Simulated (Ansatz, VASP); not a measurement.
# Sr2NiWO6 in two plane-wave programs, part 2 of 2

Wanted: the spread between two codes on one cell, functional and k mesh.

VASP 6.6.1 and Ansatz 0.2.0.

So far: The starting structure; VASP: single point, PBEsol, DFT+U.

### Step 3. Ansatz: single point, PBEsol, DFT+U

Level of this step: Ansatz beside VASP: Kohn-Sham DFT, plane waves, PBEsol, DFT+U (Ansatz).

Ansatz runs on its default PAW (the set named soft_2) files.

The same cell, functional, mesh and smearing now go to Ansatz, which takes its cutoff from its data sets.

Contents of input.yaml:

```yaml
crystal:
  lattice:
    - [-2.77855, 2.77855, 3.95655]
    - [2.77855, -2.77855, 3.95655]
    - [5.5571, 5.5571, -7.9131]
  atoms:
    - { symbol: Sr, position: [0.75, 0.25, 0.25] }
    - { symbol: Sr, position: [0.75, 0.25, 0.75] }
    - { symbol: Sr, position: [0.25, 0.75, 0.25] }
    - { symbol: Sr, position: [0.25, 0.75, 0.75] }
    - { symbol: Ni, position: [0.0, 0.0, 0.0], spin: 2.0 }
    - { symbol: Ni, position: [0.0, 0.0, 0.5], spin: -2.0 }
    - { symbol: W, position: [0.5, 0.5, 0.0] }
    - { symbol: W, position: [0.5, 0.5, 0.5] }
    - { symbol: O, position: [0.227, 0.289, 0.258] }
    - { symbol: O, position: [0.227, 0.289, 0.758] }
    - { symbol: O, position: [0.289, 0.773, 0.031] }
    - { symbol: O, position: [0.289, 0.773, 0.531] }
    - { symbol: O, position: [0.773, 0.711, 0.242] }
    - { symbol: O, position: [0.773, 0.711, 0.742] }
    - { symbol: O, position: [0.711, 0.227, 0.469] }
    - { symbol: O, position: [0.711, 0.227, 0.969] }
    - { symbol: O, position: [0.255, 0.255, 0.0] }
    - { symbol: O, position: [0.255, 0.255, 0.5] }
    - { symbol: O, position: [0.745, 0.745, 0.0] }
    - { symbol: O, position: [0.745, 0.745, 0.5] }
hamiltonian:
  xc: pbesol
  pseudopotentials: { kind: paw }
  hubbard: { sites: [{ species: Ni, l: d, u_eff: 6.0 }] }
magnetization:
  spin_polarized: true
kpoints:
  mp_grid: { grid: [6, 6, 3] }
scf:
  occupations: { method: fermi_dirac, width: 0.1 }
  n_extra_bands: 13
output:
  forces: true
  stress: true
  eigenvalues: true
  write_density: true
  write_potential: true
  elf: true
  volumetric_format: npy
```

Started as:

```console
ansatz run input.yaml --threads 8 --pin off --max-ram 18432MiB --backend cpu --events-out ev --progress --plain --runs-dir out
```

Numbers of over 12 decimals in the logs are rounded to 6 here.

The program printed:

```text
Sr: projections on atomic orbitals take those of the free atom [Ar 3d10] 4s2 4p6 5s2, of charge +0.00 (hamiltonian.pseudopotentials.projection_atoms); the dataset's partial waves leave at most 2.8e-6 of an orbital's norm unspanned inside its sphere
Ni: projections on atomic orbitals take those of the free atom [Ne] 3s2 3p6 3d8 4s2, of charge +0.00 (hamiltonian.pseudopotentials.projection_atoms); the dataset's partial waves leave at most 1.6e-6 of an orbital's norm unspanned inside its sphere
W: projections on atomic orbitals take those of the free atom [Kr 4d10 4f14] 5s2 5p6 5d4 6s2, of charge +0.00 (hamiltonian.pseudopotentials.projection_atoms); the dataset's partial waves leave at most 6.5e-5 of an orbital's norm unspanned inside its sphere
O: projections on atomic orbitals take those of the free atom [He] 2s2 2p4, of charge +0.00 (hamiltonian.pseudopotentials.projection_atoms); the dataset's partial waves leave at most 1.9e-8 of an orbital's norm unspanned inside its sphere
scf.n_extra_bands = 13 over 88 filled bands (N_el = 176.0): the run solves 101 bands
Engine: ansatz 0.2.0, aarch64-unknown-linux-gnu
Pseudopotentials: kind: paw
Pseudopotential: Sr, paw, valence charge 10, recommended cutoff 420 eV (normal), Sr.paw.azcp
Pseudopotential: Ni, paw, valence charge 18, recommended cutoff 420 eV (normal), Ni.paw.azcp
Pseudopotential: W, paw, valence charge 14, recommended cutoff 420 eV (normal), W.paw.azcp
Pseudopotential: O, paw, valence charge 6, recommended cutoff 420 eV (normal), O.paw.azcp
Functional definition: PBEsol
  exchange = pbesol_x
  correlation = pbesol_c
Crystal: 20 atoms, lattice volume = 244.367 Å³
Basis set: ecut = 420 eV, 4807 PW (Γ), exchange–correlation on 80×80×150 points (8 copies of the dense FFT grid, shifted against one another)
Bands: 101, of which v1, the nominal top of the filled ones, is band 88 counted from 1 (87 counted from 0)
Symmetry: 4 space group operations
Space group: C2/m (ITA 12), of the structure as read, at distance tolerance 6.3e-5 Å
Magnetic group: BNS 12.63 (UNI 70), of the structure as read, at distance tolerance 6.3e-5 Å
k-points: 34 of 108
Non-local potential: Sr, projectors of the file, l = 0: 3, l = 1: 2, l = 2: 2
Non-local potential: Ni, projectors of the file, l = 0: 3, l = 1: 2, l = 2: 3, l = 3: 1
Non-local potential: W, projectors of the file, l = 0: 3, l = 1: 2, l = 2: 2, l = 3: 1
Non-local potential: O, projectors of the file, l = 0: 2, l = 1: 2, l = 2: 1
PAW form: soft (Blöchl's): semilocal exchange-correlation on the pseudo side does not see the compensation charge
PAW frozen core: Sr, regenerated for the run's functional, and the local potential with it (the file was generated under x = pbe(κ = 0.804, μ = 0.219515), c = pbe(β = 0.066725))
PAW frozen core: Ni, regenerated for the run's functional, and the local potential with it (the file was generated under x = pbe(κ = 0.804, μ = 0.219515), c = pbe(β = 0.066725))
PAW frozen core: W, regenerated for the run's functional, and the local potential with it (the file was generated under x = pbe(κ = 0.804, μ = 0.219515), c = pbe(β = 0.066725))
PAW frozen core: O, regenerated for the run's functional, and the local potential with it (the file was generated under x = pbe(κ = 0.804, μ = 0.219515), c = pbe(β = 0.066725))
PAW one-centre angular grid: Sr, 110 points (default); XC on 64 Gauss nodes
PAW one-centre angular grid: Ni, 590 points (default); XC on 64 Gauss nodes
PAW one-centre angular grid: W, 590 points (default); XC on 64 Gauss nodes
PAW one-centre angular grid: O, 110 points (default); XC on 64 Gauss nodes
Initial density: superposition of atomic densities (chi_scale 0.1, normalization cell, long waves kept (reshape's long-wave potential 0.01 eV rms))
Starting moments: Σ|m| = 4 μB on 2 of 20 sites
Starting magnetic order: antiferromagnet; a translation exchanges its spin sublattices: spin-degenerate at every k-point
Initial wavefunctions: pseudopotential atomic-orbital guess
Functional: x = pbesol(κ = 0.804, μ = 0.123457), c = pbesol(β = 0.046)
the translation (0, 0, 0.5) carries every atom to within crystal.symmetry.tolerance of an atom of its element with the starting moment reversed, but both spin channels are solved: the dense FFT box has an odd point count along it
SCF iter   1: F=—  HF=-52860.958452 eV  |F-HF|=—  |Δ(HF+E_count)|=         —  Δρ=1.43e-1 (↑1.43e-1 ↓1.43e-1)  dr2=1.67e2  dr2_m=1.28e1  M=-0.000 μB ∫|m|=1.111 μB  β_m=0.30  ethr=3.10e-3  ⟨swp⟩=8.5  Hψ=31383  notcnv=0  defer=185
preconditioner: auto → Kerker (q_TF=auto, 2.583 Å⁻¹)  [metal: Δε(μ)=0.002 eV  Ē_g=13.342 eV  σ=0.100 eV  W_gap=0.00  n_scr=66 (ndim 8)  ℏωp=27.7 eV  f_vac=0.000  D(μ)=14.39/eV (n_scr^D=128)]
spin=Collinear: Kerker preconditioning applied to the charge; magnetization (m = ρ↑ − ρ↓) channel mixes plain (no charge-response kernel on spin).
SCF iter   2: F=—  HF=-52840.699410 eV  |F-HF|=—  |Δ(HF+E_count)|=    2.03e1  Δρ=4.27e-2 (↑4.27e-2 ↓4.27e-2)  dr2=3.03e1  dr2_m=6.57e-1  M=-0.000 μB ∫|m|=3.900 μB  β_m=1.00  ethr=3.10e-3  ⟨swp⟩=4.7  Hψ=18673  notcnv=0  defer=264
[...]
SCF 1 converged in 21 iterations: F = -52836.723144 eV  dr2 = 2.70e-9
  greatest PAW one-centre occupation: 1.002 electrons in one spin orbital (limit 2), on the Ni atom at site 4 (counted from 0), in its partial waves of l = 1
Symmetry: 2 space group operations
k-points: 56 of 108
Initial density: read from a saved state, or passed on in memory by an earlier SCF of this step, an earlier step, the calling program or the single point that the run made first
Starting moments: Σ|m| = 4 μB on 2 of 20 sites; this step starts from the density that it was given
Initial wavefunctions: those read from a saved state, or passed on in memory by an earlier step or the calling program
the translation (0, 0, 0.5) carries every atom to within crystal.symmetry.tolerance of an atom of its element with the starting moment reversed, but both spin channels are solved: the run starts from a saved state that isn't shown to keep it, or this solve from the single point that its walk made first
iter 1 solved again at ethr=1.53e-12 eV; its pass at ethr=5.68e-7 eV (dr2=2.70e-9 eV) is discarded
SCF iter   1: F=—  HF=-52836.723144 eV  |F-HF|=—  |Δ(HF+E_count)|=         —  Δρ=4.58e-7 (↑3.79e-7 ↓4.58e-7)  dr2=2.70e-9  dr2_m=1.89e-11  M=0.000 μB ∫|m|=4.105 μB  ethr=1.53e-12  ⟨swp⟩=1.0  Hψ=52049  notcnv=0
preconditioner: auto → Resta (q_TF=auto, 2.583 Å⁻¹)  ε∞=6.1  [insulator: Δε(μ)=2.795 eV  Ē_g=12.243 eV  σ=0.100 eV  W_gap=1.00  n_scr=66 (ndim 8)  ℏωp=27.7 eV  f_vac=0.002  D(μ)=0.00/eV (n_scr^D=0)  ε∞_Penn≈6.1]
spin=Collinear: Resta preconditioning applied to the charge; magnetization (m = ρ↑ − ρ↓) channel mixes plain (no charge-response kernel on spin).
an SCF along what the orbitals of the run's state read of its open shells (or to have them read: on a GPU, or by another smearing), with 2 of the crystal's symmetry operations given up (56 k-points in place of 34), reached no lower state that the run goes on to. This is no proof of a minimum
SCF converged after 21 iterations
an eigenvalue changed by more than its tolerance at an iteration that met the thresholds in force, so the SCF went on 2 times, its first undamped step at iteration 19: the last check found none over its tolerance
Magnetization: 0.0000 μB (88.0000 up, 88.0000 down)
Absolute magnetization: 4.1021 μB (∫|ρ↑−ρ↓|, with the PAW one-centre terms)
Spin contamination: 2.0056 ħ² per cell (⟨S²⟩ above its minimum at these occupations)
Per-site moments (μB) at R_I (Å): [(1.5983020188048684e-9, 1.081956), (1.5983020049584208e-9, 1.081956), (1.5983019983939817e-9, 1.081956), (1.5983021120507551e-9, 1.081956), (1.696375, 0.83235920625), (-1.696375, 0.83235920625), (0.00754404, 0.790928), (-0.00754404, 0.790928), (0.036345, 0.790928), (-0.036345, 0.790928), (0.034330, 0.790928), (-0.034330, 0.790928), (-0.036345, 0.790928), (0.036345, 0.790928), (-0.034330, 0.790928), (0.034330, 0.790928), (0.036407, 0.79971766875), (-0.036407, 0.79971766875), (0.036407, 0.79971766875), (-0.036407, 0.79971766875)]
Free energy (F): -52836.723144 eV
Harris-Foulkes:  -52836.723144 eV  (|F-HF|=2.68e-9)
Internal energy: -52836.723143 eV  (E = F + TS)
E sigma→0 (E₀):  -52836.723143 eV
Entropy (-TS):   -0.000001 eV (-0.000 meV/atom)
Fermi energy:    11.742037 eV
--- Per-component energies (eV) ---
  E_band       = -1390.985503
  E_kinetic    = 4528.546184
  E_local      = -17486.026065  (includes V_loc(G=0)·N_el)
  E_nonlocal   = 2674.219956
  E_hartree    = 6644.313883
  E_xc         = -2259.788397
  E_vxc        = -2463.256205  (∫ρ·V_xc dr)
  E_hubbard    = 1.776144  (on-site DFT+U / exact-exchange correction)
  E_vhub       = -45.881820  (the Hubbard potential's part of the band-sum identity)
  E_paw        = -32464.317675  (= ΣΔE_a)
  E_vpaw       = -1887.244172  (= ΣTr[D̂ρ^β])
  E_aug_tail   = 0.030602  (compensation charges beyond the density's cutoff)
  E_ewald      = -14477.276782
  E_core_change = 1.799007  (= ΣΔE_core)
  E_smearing   = -0.000001  (= −TS)
  E_closure    = 0.000000  (closes the sum)
  Σ components = -52836.723144   (vs F -52836.723144, Δ=0.00e0)
--- Forces (eV/Å), atoms counted from 1 ---
  atom   1  Sr    -0.00000822    -0.00000731    -0.00005594
  atom   2  Sr     0.00000822     0.00000731    -0.00005594
  atom   3  Sr    -0.00000822    -0.00000731     0.00005594
  atom   4  Sr     0.00000822     0.00000731     0.00005594
  atom   5  Ni     0.00000000     0.00000000     0.00000000
  atom   6  Ni     0.00000000     0.00000000     0.00000000
  atom   7  W      0.00000000     0.00000000     0.00000000
  atom   8  W      0.00000000     0.00000000     0.00000000
  atom   9  O      0.24983111     0.13196443     0.00000000
  atom  10  O      0.24983214     0.13196842     0.00000000
  atom  11  O     -0.13206296     0.25020076     0.00000000
  atom  12  O     -0.13208154     0.25021375     0.00000000
  atom  13  O     -0.24983214    -0.13196842     0.00000000
  atom  14  O     -0.24983111    -0.13196443     0.00000000
  atom  15  O      0.13208154    -0.25021375     0.00000000
  atom  16  O      0.13206296    -0.25020076     0.00000000
  atom  17  O      0.00000000     0.00000000     0.75311174
  atom  18  O      0.00000000     0.00000000     0.75313616
  atom  19  O      0.00000000     0.00000000    -0.75311174
  atom  20  O      0.00000000     0.00000000    -0.75313616
  max |Σ_I F_I| component: 1.11e-16 eV/Å
--- Stress (GPa, compression-positive) ---
       -1.295519      -0.001608       0.000000
       -0.001598      -1.295012       0.000000
        0.000000       0.000000      -2.118257
  P = ⅓ Tr σ = -1.5696 GPa (-15.696 kbar)
--- Band table (eV; the first three rows and the last of 68) ---
  k-point 0 ↑: bands = [... 84 lower, 9.7713, 9.9627, 10.0157, 10.0259, 13.1955, 13.3709, 13.3762, 13.3882, ... 9 higher]
  k-point 1 ↑: bands = [... 84 lower, 9.7913, 9.8056, 9.9719, 10.0226, 13.2267, 13.3316, 13.5207, 13.5374, ... 9 higher]
  k-point 2 ↑: bands = [... 84 lower, 9.7947, 9.8603, 9.8872, 9.9295, 13.2733, 13.3932, 13.4204, 13.4755, ... 9 higher]
  k-point 33 ↓: bands = [... 84 lower, 9.6352, 9.7131, 9.8046, 9.8082, 13.3602, 13.3796, 13.7916, 13.8185, ... 9 higher]
Occupation matrices written to <dir>
```

Elapsed: 89 s, on 8 threads of Arm Neoverse V1, shared host; peak memory 5.4 GiB.

The run ends at a pressure of -1.57 GPa, with forces up to 0.75 eV/Å.

### Step 4. Comparison

Known differences besides the PAW data sets themselves: U acts on the PAW sphere in VASP and on atomic orbitals in Ansatz, so only states and trends compare; the data sets hold 176 valence electrons in Ansatz (default PAW (the set named soft_2) files) and 144 in VASP; the cutoff is 420 eV in Ansatz and 480 eV in VASP (PREC = Normal, projectors in real space); Ansatz makes its cores anew for this functional, VASP keeps those of its PBE data sets; site moments are counted in spheres of each program's own size. Total energies have different zeros and are not compared.

The two programs side by side:

```
              quantity  Ansatz   VASP  difference
        pressure (GPa)   -1.57  -2.27       +0.70
gap on the k mesh (eV)   2.795  2.824      -0.028
    moment on Ni5 (μB)    1.70   1.80       -0.10
    moment on Ni6 (μB)   -1.70  -1.80       +0.10
```

Forces on 10 of the 20 atoms, picked by the larger force of the two programs (eV/Å; atoms numbered as in POSCAR):

```
atom         Ansatz x, y, z           VASP x, y, z
 O10    0.250, 0.132, 0.000  -0.127, -0.202, 0.000
 O11   -0.132, 0.250, 0.000   0.200, -0.125, 0.000
 O12   -0.132, 0.250, 0.000   0.200, -0.125, 0.000
 O13  -0.250, -0.132, 0.000    0.127, 0.202, 0.000
 O15   0.132, -0.250, 0.000   -0.200, 0.125, 0.000
 O16   0.132, -0.250, 0.000   -0.200, 0.125, 0.000
 O17    0.000, 0.000, 0.753    0.000, 0.000, 0.237
 O18    0.000, 0.000, 0.753    0.000, 0.000, 0.237
 O19   0.000, 0.000, -0.753   0.000, 0.000, -0.237
 O20   0.000, 0.000, -0.753   0.000, 0.000, -0.237
```

The forces differ by 227 meV/Å r.m.s., which is 213.7 % of the r.m.s. force of 0.11 eV/Å (both taken over all components). Ansatz's pressure holds a Pulay correction of 0.64 GPa; VASP's holds none.

### Step 5. What came out

```json
{"difference in moment on Ni5 (single point, PBEsol, DFT+U)": "-0.10 μB"}
```

The difference in moment on Ni5 is -0.10 μB (single point, PBEsol, DFT+U). How closely two codes agree says nothing of how well the functional describes the real material.

[Lines on the potential files, build, host, timing and source positions are cut from VASP's logs without a mark.]

[Logs are printed without paths, hosts, clocks, repeated set-up lines and the standing remarks that a program may print on its own settings, such as how far it seeks lower states.]

[Hosts, paths, dates, database ids (printed as entryN), source tags and the programs' standing remarks are cut or masked in the printed files.]
